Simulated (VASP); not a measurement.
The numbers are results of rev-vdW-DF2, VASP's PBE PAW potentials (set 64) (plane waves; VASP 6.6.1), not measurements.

VASP input:

File POSCAR:
```
PtSe2
1.0
  1.9288445641  -3.3408570442   0.0000000000
  1.9288445641   3.3408570442   0.0000000000
  0.0000000000   0.0000000000   5.0703153032
Pt Se
1 2
Direct
  0.0000000000   0.0000000000   0.0000000000
  0.3333330000   0.6666670000   0.2603489813
  0.6666670000   0.3333330000   0.7396510187
```

KPOINTS:
```
Automatic mesh
0
Gamma
9 9 6
```

### INCAR
```
AGGAC=0.0
ALGO=Normal
EDIFF=1E-7
EDIFFG=-0.01
ENCUT=520
GGA=MK
IBRION=2
ISIF=4
ISMEAR=1
LASPH=.TRUE.
LCHARG=.FALSE.
LMAXMIX=6
LREAL=.FALSE.
LUSE_VDW=.TRUE.
LWAVE=.FALSE.
NELM=100
NSW=30
PARAM1=0.1234568
PARAM2=0.7114
PREC=Accurate
SIGMA=0.1
SYSTEM=PtSe2
ZAB_VDW=-1.8867
```

POTCAR, in this order: Pt Se (PBE.64 set). Program: vasp_std.

Unless said otherwise, spin-orbit coupling is left out, though it shifts the bands of the heavy elements here.

Question: Predict the energy per atom (σ→0), band gap (on the k-mesh).

Answer: 
```
Item                                                         Value
------------------------  ----------------------------------------
energy per atom (σ→0)                               -3.132 eV/atom
band gap (on the k-mesh)  none (metal, semimetal or under 0.01 eV)
```

### OSZICAR
```
...
DAV:   2    -0.939721970164E+01    0.49780E-02   -0.15786E-02  1944   0.106E+00    0.223E-01
DAV:   3    -0.939620632686E+01    0.10134E-02   -0.29304E-03  2133   0.518E-01    0.109E-01
DAV:   4    -0.939591165539E+01    0.29467E-03   -0.10530E-03  2035   0.244E-01    0.487E-02
DAV:   5    -0.939590656895E+01    0.50864E-05   -0.89969E-05  2147   0.682E-02    0.162E-02
DAV:   6    -0.939590726132E+01   -0.69237E-06   -0.76597E-06  2280   0.223E-02    0.740E-03
DAV:   7    -0.939590740595E+01   -0.14463E-06   -0.86901E-07  2119   0.945E-03    0.197E-03
DAV:   8    -0.939590745063E+01   -0.44681E-07   -0.73868E-08  1259   0.230E-03
   6 F= -.93959075E+01 E0= -.93959612E+01  d E =-.456013E-02
```

The compound is PtSe2 in the 1T layered structure. This cell is one point of a volume scan, at 1.06 of the reference volume. Symmetry was kept, so distortions that lower it aren't found.
